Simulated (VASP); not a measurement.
A run of VASP 6.6.1 is set up as follows.

INCAR

```
SYSTEM = CsLiCr2Te2S3
  PREC = Accurate
  ENCUT = 600
  EDIFF = 1E-6
  ISMEAR = -1
  SIGMA = 0.05
  LREAL = .False.
  LASPH = .True.
  NELM = 150
  ALGO = Normal
  ISIF = 3
  LWAVE = .False.
  LCHARG = .False.
  ISPIN = 2
  MAGMOM = 0 0 3 3 0 0 0 0 0
  LORBIT = 11
  LMAXMIX = 4
  GGA = PE
  IVDW = 11
  IBRION = 2
  NSW = 60
  EDIFFG = -0.02
  KPAR = 4
```

The input KPOINTS:

```
regular mesh
0
Gamma
  5 5 5
  0 0 0
```

The input POSCAR:

```
CsLiCr2Te2S3
1.0
    3.3192900000      1.9163900000      6.8798200000
   -3.3192900000      1.9163900000      6.8798200000
    0.0000000000     -3.8327900000      6.8798200000
Cs Li Cr Te S
1 1 2 2 3
Direct
    0.0000000000      0.0000000000      0.0000000000
    0.5000000000      0.5000000000      0.5000000000
    0.7984800000      0.7984800000      0.7984800000
    0.2015200000      0.2015200000      0.2015200000
    0.6799000000      0.6799000000      0.6799000000
    0.3201000000      0.3201000000      0.3201000000
    0.1362600000      0.8637400000      0.5000000000
    0.5000000000      0.1362600000      0.8637400000
    0.8637400000      0.5000000000      0.1362600000
```

Potentials or basis: VASP PAW PBE potentials, release 64 (Cs_sv, Li_sv, Cr_pv, Te, S).

The run is started by

```sh
$ cat potpaw_PBE.64/Cs_sv/POTCAR potpaw_PBE.64/Li_sv/POTCAR potpaw_PBE.64/Cr_pv/POTCAR potpaw_PBE.64/Te/POTCAR potpaw_PBE.64/S/POTCAR > POTCAR
$ mpirun -np 4 vasp_std > vasp.out
```

(1) Predict the band gap on the k mesh.

(2) Predict the site moments.

(3) Estimate the relaxed volume.

(4) Predict the net moment.

## Answers

(1) none (metal or under the smearing width).

(2) Cs -0.01; Li +0.00; Cr +2.31; Te -0.23; S -0.08 μB.

(3) 27.19 Å³/atom.

(4) 4.00 μB per cell.

Caveat: the cutoff is under 1.25 times the usual one of these potentials, so pressure, stress and relaxed cells hold a basis-set (Pulay) error; pairwise dispersion overbinds metals, which lowers pressure and volume.
